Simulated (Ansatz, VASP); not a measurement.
## H2C4SCl2O2 (H2C4SCl2O2 (C2/c)): VASP beside Ansatz

One calculation is typed for both programs; each brings its own data sets. How far apart do they land? The cell is taken from a series of runs on this material, whose earlier steps may have relaxed, scaled, displaced or heated it; both programs get it as it stands.

Method: plane waves, with VASP 6.6.1 beside it; single point at PBE with D3(BJ), in Ansatz 0.2.0.

### 1. The structure

The cell holds 176 atoms: 32 H, 64 C, 16 S, 32 Cl and 32 O. Its edges and angles: a = 15.176 Å, b = 10.584 Å, c = 17.490 Å, α = 90.0°, β = 90.3°, γ = 90.0°. It derives from H2C4SCl2O2 (C2/c), repeated 2×1×2. As first built, before any earlier steps moved the atoms (in the runner's words): H2C4SCl2O2, space group C2/c, measured structure (Crystallography Open Database), 2 x 1 x 2 conventional cells; every coordinate displaced by a Gaussian of 0.01 A; bonds to H set to neutron lengths (C-H 1.089, N-H 1.015, O-H 0.983, B-H 1.19 A) where the measured ones are shorter.

### 2. Ansatz: single point, PBE with D3(BJ)

Ansatz runs on its default PAW (the set named soft_2) files.

A single point gives forces, pressure and levels at one fixed geometry, so differences don't come from the geometry; what else differs is listed under the comparison.

input.yaml reads:

```yaml
crystal:
  lattice:
    - [15.176, 0.0, 0.0]
    - [0.0, 10.584, 0.0]
    - [-0.08395, 0.0, 17.4898]
  atoms:
    - { symbol: H, position: [0.32452, 0.33788, 0.08523] }
    - { symbol: H, position: [0.17572, 0.33667, 0.16435] }
    - { symbol: H, position: [0.07569, 0.83884, 0.08626] }
    - { symbol: H, position: [0.42519, 0.83832, 0.16532] }
    - { symbol: H, position: [0.17544, 0.66174, 0.41392] }
    - { symbol: H, position: [0.3233, 0.66111, 0.33537] }
    - { symbol: H, position: [0.42581, 0.16117, 0.41446] }
    - { symbol: H, position: [0.07538, 0.16123, 0.33431] }
    - { symbol: C, position: [0.07163, 0.03842, 0.08725] }
    - { symbol: C, position: [0.42964, 0.03842, 0.16234] }
    - { symbol: C, position: [0.32019, 0.53689, 0.0874] }
    - { symbol: C, position: [0.17952, 0.5369, 0.16298] }
    - { symbol: C, position: [0.42891, 0.96341, 0.41254] }
    - { symbol: C, position: [0.06989, 0.96248, 0.33692] }
    - { symbol: C, position: [0.17961, 0.46227, 0.41269] }
    - { symbol: C, position: [0.32031, 0.46344, 0.33812] }
    - { symbol: C, position: [0.04291, 0.92452, 0.103] }
    - { symbol: C, position: [0.45961, 0.92508, 0.14709] }
    - { symbol: C, position: [0.29108, 0.42431, 0.10242] }
    - { symbol: C, position: [0.209, 0.42344, 0.14679] }
    - { symbol: C, position: [0.45867, 0.07489, 0.39678] }
    - { symbol: C, position: [0.04283, 0.0742, 0.35404] }
    - { symbol: C, position: [0.21013, 0.5754, 0.39708] }
    - { symbol: C, position: [0.29192, 0.57662, 0.35272] }
    - { symbol: S, position: [0.24998, 0.65674, 0.12463] }
    - { symbol: S, position: [0.99962, 0.15639, 0.12437] }
    - { symbol: S, position: [0.25039, 0.34375, 0.37543] }
    - { symbol: S, position: [0.0002, 0.84515, 0.37446] }
    - { symbol: Cl, position: [0.16057, 0.08823, 0.03774] }
    - { symbol: Cl, position: [0.33829, 0.08767, 0.21008] }
[... 140 atom lines left out ...]
    - { symbol: O, position: [0.95739, 0.2234, 0.56459] }
    - { symbol: O, position: [0.54117, 0.22463, 0.685] }
    - { symbol: O, position: [0.79221, 0.2769, 0.93514] }
    - { symbol: O, position: [0.70808, 0.27592, 0.81456] }
    - { symbol: O, position: [0.54207, 0.77605, 0.93444] }
    - { symbol: O, position: [0.95837, 0.775, 0.81565] }
kpoints:
  mp_grid: { grid: [1, 1, 1] }
hamiltonian:
  xc: pbe
  dispersion: d3bj
scf:
  occupations: { method: fixed }
output:
  forces: true
```

Command:

```bash
$ ansatz run input.yaml --threads 4 --pin off --max-ram 8192MiB --backend cpu --events-out ev --progress --plain --runs-dir out
```

Numbers of over 12 decimals in the logs are rounded to 6 here.

Log:

```text
Engine: ansatz 0.2.0, aarch64-unknown-linux-gnu
Pseudopotentials: kind: paw
Pseudopotential: H, paw, valence charge 1, recommended cutoff 420 eV (normal), H.paw.azcp
Pseudopotential: C, paw, valence charge 4, recommended cutoff 420 eV (normal), C.paw.azcp
Pseudopotential: S, paw, valence charge 6, recommended cutoff 420 eV (normal), S.paw.azcp
Pseudopotential: Cl, paw, valence charge 7, recommended cutoff 420 eV (normal), Cl.paw.azcp
Pseudopotential: O, paw, valence charge 6, recommended cutoff 420 eV (normal), O.paw.azcp
Functional definition: PBE
  parameter kappa = 0.804
  parameter beta = 0.066725
  exchange = pbe_x(kappa = kappa, mu = beta*pi^2/3)
  correlation = pbe_c(beta = beta)
Crystal: 176 atoms, lattice volume = 2809.260 Å³
Basis set: ecut = 420 eV, 54887 PW (Γ), exchange–correlation on 216×144×240 points (8 copies of the dense FFT grid, shifted against one another)
Bands: 576, of which v1, the nominal top of the filled ones, is band 400 counted from 1 (399 counted from 0)
Symmetry: 1 space group operations
Space group: P1 (ITA 1), of the structure as read, at distance tolerance 1.4e-4 Å
k-points: 1
Non-local potential: H, projectors of the file, l = 0: 2, l = 1: 1
Non-local potential: C, projectors of the file, l = 0: 2, l = 1: 2, l = 2: 1
Non-local potential: S, projectors of the file, l = 0: 2, l = 1: 2, l = 2: 2
Non-local potential: Cl, projectors of the file, l = 0: 2, l = 1: 2, l = 2: 2
Non-local potential: O, projectors of the file, l = 0: 2, l = 1: 2, l = 2: 1
PAW form: soft (Blöchl's): semilocal exchange-correlation on the pseudo side does not see the compensation charge
PAW one-centre angular grid: H, 110 points (default); XC on 64 Gauss nodes
PAW one-centre angular grid: C, 110 points (default); XC on 64 Gauss nodes
PAW one-centre angular grid: S, 110 points (default); XC on 64 Gauss nodes
PAW one-centre angular grid: Cl, 110 points (default); XC on 64 Gauss nodes
PAW one-centre angular grid: O, 110 points (default); XC on 64 Gauss nodes
Initial density: superposition of atomic densities (neutral atoms: chi_scale 0, normalization atom), corrected by the library's trained network
Initial wavefunctions: pseudopotential atomic-orbital guess
Functional: x = pbe(κ = 0.804, μ = 0.219515), c = pbe(β = 0.066725)
SCF iter   1: F=—  HF=-83665.683477 eV  |F-HF|=—  |Δ(HF+E_count)|=         —  Δρ=6.32e-3  dr2=1.32e0  ethr=1.77e-3  ⟨swp⟩=5.0  Hψ=1999  notcnv=0  defer=161
preconditioner: auto → Resta (q_TF=auto, 2.213 Å⁻¹)  ε∞=3.0  [insulator: Δε(μ)=2.551 eV  Ē_g=13.792 eV  n_scr=520 (ndim 8)  ℏωp=19.4 eV  f_vac=0.176  ε∞_Penn≈3.0]
SCF iter   2: F=—  HF=-83665.303622 eV  |F-HF|=—  |Δ(HF+E_count)|=   3.80e-1  Δρ=3.36e-3  dr2=2.00e-1  ethr=1.64e-4  ⟨swp⟩=2.0  Hψ=826  notcnv=0  defer=174
SCF iter   3: F=—  HF=-83665.321887 eV  |F-HF|=—  |Δ(HF+E_count)|=   1.83e-2  Δρ=1.51e-3  dr2=5.58e-2  ethr=2.50e-5  ⟨swp⟩=3.0  Hψ=820  notcnv=0  defer=124
automatic band count: iteration 3 solves 526 bands in place of 576: the levels show a gap, and the empty bands left out lie too high to hold charge; the band table lists the bands solved (type scf.n_extra_bands for more)
SCF iter   4: F=—  HF=-83665.319714 eV  |F-HF|=—  |Δ(HF+E_count)|=   2.17e-3  Δρ=4.09e-4  dr2=3.75e-3  ethr=6.98e-6  ⟨swp⟩=2.0  Hψ=818  notcnv=0  defer=124
SCF iter   5: F=—  HF=-83665.321085 eV  |F-HF|=—  |Δ(HF+E_count)|=   1.37e-3  Δρ=1.31e-4  dr2=4.39e-4  ethr=4.68e-7  ⟨swp⟩=2.0  Hψ=786  notcnv=0  defer=124
SCF iter   6: F=—  HF=-83665.321349 eV  |F-HF|=—  |Δ(HF+E_count)|=   2.64e-4  Δρ=5.46e-5  dr2=8.05e-5  ethr=5.49e-8  ⟨swp⟩=2.0  Hψ=807  notcnv=0  defer=124
SCF iter   7: F=—  HF=-83665.323772 eV  |F-HF|=—  |Δ(HF+E_count)|=   2.42e-3  Δρ=2.78e-5  dr2=1.99e-5  ethr=1.01e-8  ⟨swp⟩=2.0  Hψ=816  notcnv=0  defer=110
SCF iter   8: F=—  HF=-83665.323774 eV  |F-HF|=—  |Δ(HF+E_count)|=   2.54e-6  Δρ=8.07e-6  dr2=2.07e-6  ethr=2.49e-9  ⟨swp⟩=2.0  Hψ=810  notcnv=0  defer=110
SCF iter   9: F=—  HF=-83665.323775 eV  |F-HF|=—  |Δ(HF+E_count)|=   9.80e-7  Δρ=3.09e-6  dr2=3.33e-7  ethr=2.59e-10  ⟨swp⟩=2.0  Hψ=807  notcnv=0  defer=110
SCF iter  10: F=-83665.323775 eV  HF=-83665.323775 eV  |F-HF|=2.28e-8  |Δ(HF+E_count)|=   1.70e-7  Δρ=1.12e-6  dr2=4.32e-8  ethr=1.25e-11  ⟨swp⟩=4.0  Hψ=1570  notcnv=0
SCF 1 converged in 10 iterations: F = -83665.323775 eV  dr2 = 4.32e-8
  greatest PAW one-centre occupation: 0.909 electrons in one spin orbital (limit 2), on the Cl atom at site 166 (counted from 0), in its partial waves of l = 0
SCF converged after 10 iterations
Free energy (F): -83665.323775 eV
Harris-Foulkes:  -83665.323775 eV  (|F-HF|=2.28e-8)
Internal energy: -83665.323775 eV  (E = F + TS)
E sigma→0 (E₀):  -83665.323775 eV
Fermi energy:    1.349122 eV
--- Per-component energies (eV) ---
  E_band       = -5257.321999
  E_kinetic    = 18900.646981
  E_local      = -50689.767327  (includes V_loc(G=0)·N_el)
  E_nonlocal   = 4706.321668
[...]
atom  12  C     -1.10005566     1.55480857     0.55074461
  atom  13  C     -1.18115716    -2.63172520     0.84202286
  atom  14  C      1.82960783    -2.58760621    -0.91159801
  atom  15  C     -0.41418279    -1.23737203     0.32120145
  atom  16  C      1.70548359    -2.16345441    -0.99559026
  atom  17  C     -1.30575107    -1.11233128     0.70600547
  atom  18  C      0.09695994    -2.23756048    -0.11080275
  atom  19  C     -0.51312687    -2.32352888     0.41588370
  atom  20  C      0.09221952    -1.58195728    -0.08671384
  atom  21  C      0.48281806     2.64972040    -0.25032393
  atom  22  C     -1.28579700     3.66858751     0.34343827
  atom  23  C     -0.12985251     1.95593574    -0.12578106
  atom  24  C     -1.19017613     1.20910299     0.79591749
  atom  25  S     -0.40383156    -2.10348744    -0.17206765
  atom  26  S      0.83784473    -1.39477816     1.23647175
  atom  27  S     -0.39902691     1.29556819    -0.72429658
  atom  28  S      0.26984929     0.70965553     0.91445630
  atom  29  Cl     0.25615161     0.04992045    -0.09202233
  atom  30  Cl     0.02596207    -0.06902789    -0.01569037
  atom  31  Cl    -0.47931978    -0.24340405     0.32164229
  atom  32  Cl     0.16276634    -0.16560180    -0.08961281
  atom  33  Cl     0.02141726     0.07594534    -0.04870229
  atom  34  Cl     0.03259786    -0.00199499    -0.05848968
  atom  35  Cl    -0.69794583    -0.16212502     0.40735942
[...]
atom 169  O     -1.58312453     1.81671033    -2.55162073
  atom 170  O      0.69083902     0.68684225     0.89671372
  atom 171  O     -0.83529049     1.15954213    -1.49501362
  atom 172  O      0.98927053     1.16411005     1.58547466
  atom 173  O      0.61505149    -0.81171937     1.16373304
  atom 174  O     -0.73960083    -0.71019656    -0.95580139
  atom 175  O      1.21067058    -1.23166244     1.91246294
  atom 176  O     -1.41080132    -1.52479689    -2.29184117
  max |Σ_I F_I| component: 2.28e-5 eV/Å
```

### 3. VASP: single point, PBE with D3(BJ)

The same cell, functional and mesh now go to VASP, with its own data sets.

Lines of VASP's logs that name or quote its potential files are left out, and so is its time.

INCAR reads:

```
SYSTEM = H2C4SCl2O2
PREC = Accurate
ENCUT = 520
EDIFF = 1E-06
NELM = 120
ISMEAR = 0
SIGMA = 0.01
LREAL = Auto
ALGO = Normal
GGA = PE
IVDW = 12
NBANDS = 523
LORBIT = 11
LWAVE = .FALSE.
LCHARG = .FALSE.
ISIF = 2
LASPH = .TRUE.
GGA_COMPAT = .FALSE.
EFERMI = MIDGAP
```

POSCAR reads:

```
H2C4SCl2O2
1.0
   15.1760000000      0.0000000000      0.0000000000
    0.0000000000     10.5840000000      0.0000000000
   -0.0839500000      0.0000000000     17.4898000000
H C S Cl O
32 64 16 32 32
Direct
    0.3245200000      0.3378800000      0.0852300000
    0.1757200000      0.3366700000      0.1643500000
    0.0756900000      0.8388400000      0.0862600000
    0.4251900000      0.8383200000      0.1653200000
    0.1754400000      0.6617400000      0.4139200000
    0.3233000000      0.6611100000      0.3353700000
    0.4258100000      0.1611700000      0.4144600000
    0.0753800000      0.1612300000      0.3343100000
    0.3251300000      0.3392400000      0.5851600000
    0.1759900000      0.3390200000      0.6644600000
    0.0753300000      0.8400600000      0.5855500000
    0.4252700000      0.8392400000      0.6659600000
    0.1757200000      0.6623500000      0.9143500000
    0.3236700000      0.6623300000      0.8353000000
    0.4259100000      0.1619700000      0.9148500000
    0.0750000000      0.1605700000      0.8354600000
    0.8243500000      0.3365100000      0.0853000000
    0.6745500000      0.3390300000      0.1643400000
    0.5746000000      0.8387700000      0.0846100000
    0.9248000000      0.8368300000      0.1652800000
    0.6762500000      0.6613100000      0.4145300000
    0.8246800000      0.6620200000      0.3359200000
    0.9235300000      0.1605300000      0.4158600000
    0.5741900000      0.1604800000      0.3349500000
    0.8250300000      0.3377500000      0.5855400000
    0.6756700000      0.3376300000      0.6652100000
    0.5751000000      0.8379000000      0.5853600000
    0.9246900000      0.8379800000      0.6648100000
    0.6750200000      0.6647500000      0.9152700000
    0.8246300000      0.6626900000      0.8347300000
[... 140 atom lines left out ...]
    0.9573900000      0.2234000000      0.5645900000
    0.5411700000      0.2246300000      0.6850000000
    0.7922100000      0.2769000000      0.9351400000
    0.7080800000      0.2759200000      0.8145600000
    0.5420700000      0.7760500000      0.9344400000
    0.9583700000      0.7750000000      0.8156500000
```

KPOINTS reads:

```
Automatic mesh
0
Gamma
1 1 1
0 0 0
```

PAW data sets: H, C, S, Cl and O (PBE family, release 64).

Command:

```bash
$ export OMP_NUM_THREADS=3
$ mpirun -np 1 vasp_gam
```

Log:

```text
[banner, memory and clock lines left out]
running    1 mpi-ranks, on    1 nodes
[...]
Offloading initialized ...    1 GPUs detected
[...]
LDA part: xc-table for (Slater+PW92), standard interpolation
 POSCAR, INCAR and KPOINTS ok, starting setup
[...]
entering main loop
       N       E                     dE             d eps       ncg     rms          rms(c)
DAV:   1     0.855144261893E+04    0.85514E+04   -0.41897E+05  1062   0.144E+03
DAV:   2     0.276186770287E+02   -0.85238E+04   -0.81581E+04  1564   0.332E+02
DAV:   3    -0.108813701937E+04   -0.11158E+04   -0.11034E+04  1236   0.132E+02
DAV:   4    -0.112370773056E+04   -0.35571E+02   -0.35353E+02  1276   0.256E+01
[...]
DAV:  15    -0.100780638801E+04   -0.85488E-04   -0.15103E-04  1220   0.230E-02    0.682E-02
DAV:  16    -0.100780640476E+04   -0.16749E-04   -0.37422E-05  1300   0.984E-03    0.373E-02
DAV:  17    -0.100780640569E+04   -0.92550E-06   -0.67655E-06  1228   0.443E-03
   1 F= -.10255151E+04 E0= -.10255151E+04  d E =0.000000E+00
```

Parts of OUTCAR (step 3):

```text
  FREE ENERGIE OF THE ION-ELECTRON SYSTEM (eV)
  ---------------------------------------------------
  free  energy   TOTEN  =     -1025.5151006280 eV

  energy  without entropy=    -1025.5151006280  energy(sigma->0) =    -1025.51510063
```

The run ends at a pressure of 3.20 GPa, with forces up to 5.0 eV/Å.

### 4. Comparison

Known differences besides the potentials themselves: fixed occupations in Ansatz, narrow Gaussian smearing in VASP; the cutoff is 420 eV in Ansatz and 520 eV in VASP (PREC = Accurate, projectors in real space). Total energies have different zeros and are not compared.

Both answers:

```tsv
quantity	Ansatz	VASP	difference
gap on the k mesh (eV)	2.465	2.471	-0.006
```

Forces on 10 of the 176 atoms, those with the largest forces and the largest differences (eV/Å; atoms numbered as in POSCAR):

```tsv
atom	Ansatz x, y, z	VASP x, y, z
C46	-1.286, 3.669, 0.343	-1.293, 3.703, 0.349
C49	2.092, 4.073, -1.271	2.221, 4.182, -1.356
C56	1.905, -4.060, -1.148	2.041, -4.171, -1.239
C57	-1.314, -4.118, 0.872	-1.316, -4.152, 0.872
C64	-1.393, 4.740, 0.802	-1.399, 4.779, 0.800
C67	1.829, 3.204, -1.120	1.961, 3.307, -1.210
C75	-0.321, -3.809, 0.403	-0.311, -3.843, 0.396
O153	-1.240, 1.330, -1.878	-1.054, 1.124, -1.564
O169	-1.583, 1.817, -2.552	-1.354, 1.576, -2.187
O176	-1.411, -1.525, -2.292	-1.201, -1.296, -1.948
```

The forces differ by 118 meV/Å r.m.s., which is 11.7 % of the r.m.s. force of 1.011 eV/Å (both taken over all components). A gap on the mesh is an upper bound, since the band edges may lie between its points.

### 5. What came out

```
r.m.s. force difference (single point, PBE with D3(BJ)) : 12 % of the r.m.s. force
```

The r.m.s. force difference is 12 % of the r.m.s. force (single point, PBE with D3(BJ)), beyond the 3 % picked in this series as the mark of a large difference. What causes the difference of the single point, PBE with D3(BJ) pair stays open here. Such differences can come from data sets, numerical settings and the points named under the comparisons, not from the functional's error against experiment.

[Lines on the potential files, build, host, timing and source positions are cut from VASP's logs without a mark.]

[Logs are printed without paths, hosts, clocks, repeated set-up lines and the standing remarks that a program may print on its own settings, such as how far it seeks lower states.]

[Hosts, paths, dates, database ids (printed as entryN), source tags and the programs' standing remarks are cut or masked in the printed files.]
